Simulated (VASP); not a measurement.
# AlN: quasiparticle gap under strain, part 3 of 5

Wanted: the deformation potential of the gap of AlN, from G0W0. The cell is of the wurtzite type, one of the forms listed for this formula, which need not be the common one. The start is a cell from a database of measured crystal structures.

VASP 6.6.1, plane waves and PAW; the level of theory is named at each step.

So far, gap on the k-mesh (eV): step 4 (empty bands) 4.18.

The database entry behind the starting cell differs from later determinations by our own check (inner coordinate u about 0.002 short), so it need not match the best structure at ambient conditions.

**5. G0W0**

This step: G0W0 on PBE; plane waves and PAW (Al_GW, N_GW) (VASP 6.6.1).

G0W0 keeps orbitals and screening fixed and shifts each of the lowest NBANDSGW levels once.

INCAR reads:

```
SYSTEM = AlN
PREC = Accurate
ENCUT = 450
ISMEAR = 0
SIGMA = 0.01
LREAL = .FALSE.
GGA = PE
NBANDS = 176
ALGO = EVGW0
NELMGW = 1
ENCUTGW = 150
NOMEGA = 48
PRECFOCK = Fast
NBANDSGW = 16
LWAVE = .FALSE.
LCHARG = .FALSE.
```

POSCAR reads:

```
AlN
1.0
    3.1130000000      0.0000000000      0.0000000000
   -1.5565000000      2.6959370820      0.0000000000
    0.0000000000      0.0000000000      4.9810000000
Al N
2 2
Direct
    0.6666666667      0.3333333333      0.4990015937
    0.3333333333      0.6666666667      0.9990015937
    0.6666666667      0.3333333333      0.8809984063
    0.3333333333      0.6666666667      0.3809984063
```

KPOINTS reads:

```
Automatic mesh
0
Gamma
6 6 4
0 0 0
```

Potentials, in the order of the species: Al_GW and N_GW (PBE family, release 64).

On the command line:

```sh
> mpirun -np 8 vasp_std
```

Output:

```text
[banner, memory and clock lines left out]
running    8 mpi-ranks, on    1 nodes
 distrk:  each k-point on    8 cores,    1 groups
 distr:  one band on    1 cores,    8 groups

 POSCAR found type information on POSCAR AlN
 POSCAR found :  2 types and       4 ions
 [... a notice as in an earlier step ...]

|                                                                             |
|           W    W    AA    RRRRR   N    N  II  N    N   GGGG   !!!           |
|           W    W   A  A   R    R  NN   N  II  NN   N  G    G  !!!           |
|           W    W  A    A  R    R  N N  N  II  N N  N  G       !!!           |
|           W WW W  AAAAAA  RRRRR   N  N N  II  N  N N  G  GGG   !            |
|           WW  WW  A    A  R   R   N   NN  II  N   NN  G    G                |
|           W    W  A    A  R    R  N    N  II  N    N   GGGG   !!!           |
|                                                                             |
|     The default for ENCUTGWSOFT is different in this version of VASP.       |
|     please manually set ENCUTGWSOFT =150 in the INCAR file.                 |
|                                                                             |

 LDA part: xc-table for (Slater+PW92), standard interpolation
 found WAVECAR, reading the header
 POSCAR, INCAR and KPOINTS ok, starting setup
 FFT: planning ... GRIDC
 FFT: planning ... GRID_SOFT
 FFT: planning ... GRID
 reading WAVECAR
 the WAVECAR file was read successfully
 initial charge from wavefunction
 available memory per node:    124.79 GB, setting MAXMEM to    127788

 The Fermi energy was updated, please check that it is located mid-gap
 values below the HOMO (VB) or above the LUMO (CB) will cause erroneous energies
 E-fermi :   7.2310

 calculate exact exchange contribution
 the WAVEDER file was read successfully
energies w=
    0.000    0.000    0.794    0.000    1.586    0.000    2.370    0.000
    3.146    0.000    3.911    0.000    4.664    0.000    5.403    0.000
    6.128    0.000    6.839    0.000    7.539    0.000    8.226    0.000
    8.904    0.000    9.574    0.000   10.238    0.000   10.898    0.000
   11.556    0.000   12.217    0.000   12.881    0.000   13.553    0.000
   14.236    0.000   14.933    0.000   15.648    0.000   16.387    0.000
   17.154    0.000   17.955    0.000   18.797    0.000   19.688    0.000
   20.637    0.000   21.656    0.000   22.758    0.000   23.959    0.000
   25.282    0.000   26.750    0.000   28.398    0.000   30.269    0.000
   32.419    0.000   34.924    0.000   37.891    0.000   41.466    0.000
   45.869    0.000   51.431    0.000   58.680    0.000   68.520    0.000
   82.622    0.000  104.468    0.000  142.718    0.000  226.532    0.000
 responsefunction array rank=     184
 LDA part: xc-table for (Slater+PW92), standard interpolation

 min. memory requirement per mpi rank    192.4 MB, per node   1539.3 MB

 allocating   6 responsefunctions rank=   184
 shmem allocating  48 responsefunctions rank=   184
 response function shared by NCSHMEM nodes    1
 Doing            6  frequencies on each core in blocks of           48
NQ=   1    0.0000    0.0000    0.0000,
|.........|.........|.........|.........|.........|.........|.........|.........
 performed        505000 updates of chi_q(r,r)
 total number of BLAS operations        102.20 Gflops
NQ=   2    0.1667    0.0000    0.0000,
|.........|.........|.........|.........|.........|.........|.........|.........
 performed       1398000 updates of chi_q(r,r)
 total number of BLAS operations        306.46 Gflops
NQ=   3    0.3333    0.0000    0.0000,
|.........|.........|.........|.........|.........|.........|.........|.........
 performed       2291000 updates of chi_q(r,r)
 total number of BLAS operations        518.04 Gflops
NQ=   4    0.5000    0.0000    0.0000,
|.........|.........|.........|.........|.........|.........|.........|.........
 performed       2982000 updates of chi_q(r,r)
 total number of BLAS operations        677.84 Gflops
NQ=   5    0.1667    0.1667    0.0000,
|.........|.........|.........|.........|.........|.........|.........|.........
 performed       3909000 updates of chi_q(r,r)
 total number of BLAS operations        884.83 Gflops
NQ=   6    0.3333    0.1667    0.0000,
|.........|.........|.........|.........|.........|.........|.........|.........
 performed       4971000 updates of chi_q(r,r)
 total number of BLAS operations       1157.29 Gflops
NQ=   7    0.3333    0.3333    0.0000,
|.........|.........|.........|.........|.........|.........|.........|.........
 performed       5572000 updates of chi_q(r,r)
 total number of BLAS operations       1318.32 Gflops
NQ=   8    0.0000    0.0000    0.2500,
|.........|.........|.........|.........|.........|.........|.........|.........
 performed       6116000 updates of chi_q(r,r)
 total number of BLAS operations       1456.41 Gflops
NQ=   9    0.1667    0.0000    0.2500,
|.........|.........|.........|.........|.........|.........|.........|.........
 performed       7111000 updates of chi_q(r,r)
 total number of BLAS operations       1683.83 Gflops
NQ=  10    0.3333    0.0000    0.2500,
|.........|.........|.........|.........|.........|.........|.........|.........
 performed       8106000 updates of chi_q(r,r)
 total number of BLAS operations       1927.68 Gflops
NQ=  11    0.5000    0.0000    0.2500,
|.........|.........|.........|.........|.........|.........|.........|.........
 performed       8898000 updates of chi_q(r,r)
 total number of BLAS operations       2124.09 Gflops
NQ=  12    0.1667    0.1667    0.2500,
|.........|.........|.........|.........|.........|.........|.........|.........
 performed       9960000 updates of chi_q(r,r)
 total number of BLAS operations       2384.50 Gflops
NQ=  13    0.3333    0.1667    0.2500,
|.........|.........|.........|.........|.........|.........|.........|.........
 performed      11158000 updates of chi_q(r,r)
 total number of BLAS operations       2688.18 Gflops
NQ=  14    0.3333    0.3333    0.2500,
|.........|.........|.........|.........|.........|.........|.........|.........
 performed      11815000 updates of chi_q(r,r)
 total number of BLAS operations       2858.58 Gflops
NQ=  15    0.0000    0.0000    0.5000,
|.........|.........|.........|.........|.........|.........|.........|.........
 performed      12320000 updates of chi_q(r,r)
 total number of BLAS operations       2986.67 Gflops
NQ=  16    0.1667    0.0000    0.5000,
|.........|.........|.........|.........|.........|.........|.........|.........
 performed      13213000 updates of chi_q(r,r)
 total number of BLAS operations       3203.20 Gflops
NQ=  17    0.3333    0.0000    0.5000,
|.........|.........|.........|.........|.........|.........|.........|.........
 performed      14106000 updates of chi_q(r,r)
 total number of BLAS operations       3409.88 Gflops
NQ=  18    0.5000    0.0000    0.5000,
|.........|.........|.........|.........|.........|.........|.........|.........
 performed      14797000 updates of chi_q(r,r)
 total number of BLAS operations       3589.04 Gflops
NQ=  19    0.1667    0.1667    0.5000,
|.........|.........|.........|.........|.........|.........|.........|.........
 performed      15724000 updates of chi_q(r,r)
 total number of BLAS operations       3818.94 Gflops
NQ=  20    0.3333    0.1667    0.5000,
|.........|.........|.........|.........|.........|.........|.........|.........
 performed      16786000 updates of chi_q(r,r)
 total number of BLAS operations       4070.50 Gflops
NQ=  21    0.3333    0.3333    0.5000,
|.........|.........|.........|.........|.........|.........|.........|.........
 performed      17387000 updates of chi_q(r,r)
 total number of BLAS operations       4226.30 Gflops
 resolving degeneracies of screened two electron integrals

 calculate QP shifts <psi_nk| G(iteration)W_0 |psi_nk>: iteration 1
 entering main loop
```

It took 2.4 min on 8 MPI ranks of Intel Xeon 6975P-C (Granite Rapids), shared host; peak memory 2 GiB.

OUTCAR, selected parts (step 5):

```text
   k-points           NKPTS =     21   k-points in BZ     NKDIM =    144   number of bands    NBANDS=    176

   NELECT =      16.0000    total number of electrons

 E-fermi :   7.2310

 QP shifts <psi_nk| G(iteration)W_0 |psi_nk>: iteration 1
 for sc-GW calculations column KS-energies equals QP-energies in previous step
 and V_xc(KS)=  KS-energies - (<T + V_ion + V_H > + <T+V_H+V_ion>^1  + <V_x>^1)
 k-point   1 :       0.0000    0.0000    0.0000
  band No.  KS-energies  QP-energies   sigma(KS)   V_xc(KS)     V^pw_x(r,r')   Z            occupation Imag(sigma)
    ...
      5       4.2569       3.2725     -17.5770     -16.3058     -20.6048       0.7743       2.0000       0.0979
      6       4.9123       4.0165     -17.9222     -16.7723     -20.7990       0.7791       2.0000       0.0924
      7       4.9123       4.0165     -17.9222     -16.7723     -20.7990       0.7791       2.0000       0.0924
      8       5.1387       4.2862     -17.9703     -16.8750     -20.7862       0.7783       2.0000       0.0910
      9       9.3234      10.0758     -11.5742     -12.5002      -7.8540       0.8126       0.0000      -0.0671
     10      11.7716      12.6110      -9.9405     -10.9668      -5.7003       0.8179       0.0000      -0.0813
     11      15.7407      16.8680     -12.4724     -13.9654      -7.1114       0.7551       0.0000      -0.1608
     12      16.2613      17.1243      -8.8213      -9.8953      -3.9429       0.8036       0.0000      -0.1264
    ...

 k-point   2 :       0.1667    0.0000    0.0000
  band No.  KS-energies  QP-energies   sigma(KS)   V_xc(KS)     V^pw_x(r,r')   Z            occupation Imag(sigma)
    ...
      5       3.6257       2.6150     -16.9528     -15.6450     -19.9323       0.7728       2.0000       0.1009
      6       3.8678       2.8300     -17.2503     -15.9056     -20.3281       0.7718       2.0000       0.1005
      7       4.8318       3.9258     -17.9111     -16.7462     -20.8151       0.7778       2.0000       0.0931
      8       4.9639       4.0855     -17.8577     -16.7274     -20.7127       0.7772       2.0000       0.0921
      9      10.5988      11.4434     -12.1919     -13.2436      -8.3606       0.8031       0.0000      -0.0708
     10      12.8311      13.7332     -10.2211     -11.3332      -5.8352       0.8112       0.0000      -0.0880
     11      14.3150      15.2016     -10.5146     -11.6404      -5.6809       0.7875       0.0000      -0.1222
     12      14.8912      15.7729      -9.7603     -10.8646      -4.9678       0.7984       0.0000      -0.1163
    ...

[... 8 parts as in an earlier step ...]

[... 7 further parts left out ...]
```

Numbers from this step:

```yaml
quasiparticle_gap_on_the_mesh: 5.790 eV
smallest_direct_quasiparticle_gap_on_the_mesh: 5.790 eV
gap_of_the_starting_orbitals_on_the_mesh: 4.185 eV
```

GW takes the gap from 4.185 to 5.790 eV. The value holds for 176 bands, ENCUTGW = 150 eV and this mesh, and isn't shown to be converged in them.

**6. Ground state of a strained cell, scale 0.98**

This step: PBE; plane waves and PAW (Al_GW, N_GW) (VASP 6.6.1).

The two in-plane lattice vectors are scaled by 0.98, at the same cutoff, mesh and band count, and the chain is run again.

INCAR reads:

```
SYSTEM = AlN
PREC = Accurate
ENCUT = 450
EDIFF = 1E-08
NELM = 100
ISMEAR = 0
SIGMA = 0.01
LREAL = .FALSE.
ALGO = Normal
GGA = PE
NBANDS = 14
LORBIT = 11
LWAVE = .TRUE.
LCHARG = .FALSE.
KPAR = 8
```

POSCAR, as its differences from that of step 5:

```diff
@@ -2,4 +2,4 @@
 1.0
-    3.1130000000      0.0000000000      0.0000000000
-   -1.5565000000      2.6959370820      0.0000000000
+    3.0507400000      0.0000000000      0.0000000000
+   -1.5253700000      2.6420183404      0.0000000000
     0.0000000000      0.0000000000      4.9810000000
```

KPOINTS is that of step 5.

On the command line:

```sh
> mpirun -np 8 vasp_std
```

Output:

```text
[... set-up lines as in an earlier step ...]
 entering main loop
       N       E                     dE             d eps       ncg     rms          rms(c)
DAV:   1     0.576073035087E+02    0.57607E+02   -0.69574E+03   588   0.928E+02
DAV:   2    -0.301812790708E+02   -0.87789E+02   -0.78744E+02   896   0.263E+02
DAV:   3    -0.345389743829E+02   -0.43577E+01   -0.43315E+01   798   0.514E+01
DAV:   4    -0.345950198751E+02   -0.56045E-01   -0.56029E-01   720   0.771E+00
DAV:   5    -0.345965854703E+02   -0.15656E-02   -0.15652E-02   816   0.108E+00    0.123E+01
DAV:   6    -0.297451182328E+02    0.48515E+01   -0.13092E+01   858   0.360E+01    0.300E+00
DAV:   7    -0.297334731646E+02    0.11645E-01   -0.62210E-01   708   0.546E+00    0.209E+00
DAV:   8    -0.297257874563E+02    0.76857E-02   -0.77016E-02   648   0.459E+00    0.530E-01
DAV:   9    -0.297205200225E+02    0.52674E-02   -0.21541E-02   950   0.169E+00    0.106E-01
DAV:  10    -0.297207422447E+02   -0.22222E-03   -0.10644E-03   654   0.268E-01    0.683E-02
DAV:  11    -0.297206954132E+02    0.46832E-04   -0.23621E-04   952   0.175E-01    0.801E-03
DAV:  12    -0.297206979941E+02   -0.25809E-05   -0.76386E-06   744   0.205E-02    0.638E-03
DAV:  13    -0.297206972640E+02    0.73014E-06   -0.39765E-06   962   0.201E-02    0.820E-04
DAV:  14    -0.297206973042E+02   -0.40224E-07   -0.13025E-07   744   0.333E-03    0.410E-04
DAV:  15    -0.297206973089E+02   -0.46713E-08   -0.33117E-09   642   0.679E-04
   1 F= -.29720697E+02 E0= -.29720697E+02  d E =-.434756E-21
 writing wavefunctions
```

Run time: 3.2 s. Hardware: 8 MPI ranks; peak memory 1.2 GiB; 16 s of CPU time.

Parts of OUTCAR (step 6):

```text
   ENCUT  =  450.0 eV  33.07 Ry    5.75 a.u.   5.28  5.28  8.62*2*pi/ulx,y,z

   NELECT =      16.0000    total number of electrons

 E-fermi :   5.4796

 k-point     1 :       0.0000    0.0000    0.0000
  band No.  band energies     occupation
    ...
      4       4.6750      2.00000
      5       4.6750      2.00000
      6       5.2825      2.00000
      7       5.2825      2.00000
      8       5.4171      2.00000
      9      10.0087      0.00000
     10      12.6832      0.00000
     11      16.3205      0.00000
     12      17.1062      0.00000
     13      17.1062      0.00000
    ...

  Total        3.4266559      3.4266559      1.0675121      0.0000000     -0.0000000      0.0000000
  in kB      136.7487972    136.7487972     42.6015903      0.0000000     -0.0000000      0.0000000
  external PRESSURE =     105.3663949 kB  Pullay stress =       0.0000000 kB

 POSITION                                       TOTAL-FORCE (eV/Angst)
 -----------------------------------------------------------------------------------
      1.52537      0.88067      2.48553         0.000000     -0.000000      0.252923
     -0.00000      1.76135      4.97603         0.000000      0.000000      0.252923
      1.52537      0.88067      4.38825        -0.000000     -0.000000     -0.252923
     -0.00000      1.76135      1.89775         0.000000      0.000000     -0.252923
 -----------------------------------------------------------------------------------
    total drift:                               -0.000000     -0.000000      0.000475

  FREE ENERGIE OF THE ION-ELECTRON SYSTEM (eV)
  ---------------------------------------------------
  free  energy   TOTEN  =       -29.7206973089 eV

  energy  without entropy=      -29.7206973089  energy(sigma->0) =      -29.72069731

[... 4 parts as in an earlier step ...]

[... 12 further parts left out ...]
```

Numbers from this step:

```yaml
free_energy_toten: -29.72 eV
fermi_energy: 5.480 eV
pressure: 10.54 GPa
gap_on_the_k_mesh: 4.592 eV
least_direct_gap_on_the_k_mesh: 4.592 eV
```

The run ends at a pressure of 10.54 GPa, with forces up to 0.25 eV/Å.

**7. Empty bands, scale 0.98**

The empty bands are made again, for the run that follows.

INCAR reads:

```
SYSTEM = AlN
PREC = Accurate
ENCUT = 450
ISMEAR = 0
SIGMA = 0.01
LREAL = .FALSE.
GGA = PE
NBANDS = 176
ALGO = Exact
NELM = 1
LWAVE = .TRUE.
LCHARG = .FALSE.
LOPTICS = .TRUE.
NEDOS = 1000
CSHIFT = 0.1
```

POSCAR is that of step 6.

KPOINTS is that of step 6.

On the command line:

```sh
> mpirun -np 8 vasp_std
```

Output:

```text
[... set-up lines as in an earlier step ...]
 entering main loop
       N       E                     dE             d eps       ncg     rms          rms(c)
DIA:   1    -0.297206973121E+02   -0.29721E+02    0.00000E+00     0   0.000E+00
   1 F= -.29720697E+02 E0= -.29720697E+02  d E =-.668371E-54
 writing wavefunctions
 optical routines
 imaginary and real dielectric function
 recalculating local potential from charge density
 direction            1
 direction            2
 direction            3
```

It took 6.6 s on 8 MPI ranks; peak memory 1.3 GiB.

Parts of OUTCAR (step 7):

```text
  Total        3.4255589      3.4255589      1.0663929     -0.0000000     -0.0000000      0.0000000
  in kB      136.7050174    136.7050174     42.5569260     -0.0000000     -0.0000000      0.0000000
  external PRESSURE =     105.3223203 kB  Pullay stress =       0.0000000 kB

 POSITION                                       TOTAL-FORCE (eV/Angst)
 -----------------------------------------------------------------------------------
      1.52537      0.88067      2.48553         0.000000     -0.000000      0.252944
     -0.00000      1.76135      4.97603        -0.000000      0.000000      0.252944
      1.52537      0.88067      4.38825        -0.000000      0.000000     -0.252944
     -0.00000      1.76135      1.89775        -0.000000      0.000000     -0.252944
 -----------------------------------------------------------------------------------
    total drift:                               -0.000000     -0.000000      0.000425

  FREE ENERGIE OF THE ION-ELECTRON SYSTEM (eV)
  ---------------------------------------------------
  free  energy   TOTEN  =       -29.7206973121 eV

  energy  without entropy=      -29.7206973121  energy(sigma->0) =      -29.72069731

[... 2 parts as in an earlier step ...]

[... 1 further part left out ...]
[key lines of the parts left out:]
E-fermi :   5.5242
```

(Continued in part 4 of 5.)

[Lines on the potential files, build, host, timing and source positions are cut from VASP's logs without a mark.]

[Logs are printed without paths, hosts, clocks, repeated set-up lines and the standing remarks that a program may print on its own settings, such as how far it seeks lower states.]

[Hosts, paths, dates, database ids (printed as entryN), source tags and the programs' standing remarks are cut or masked in the printed files.]

[Pressures printed for these runs are not shown converged in the cutoff: they can be off by several GPa and have the wrong sign.]

[In band tables of VASP the shares of atoms and orbitals are scaled to a sum of 1 inside the atoms' spheres.]
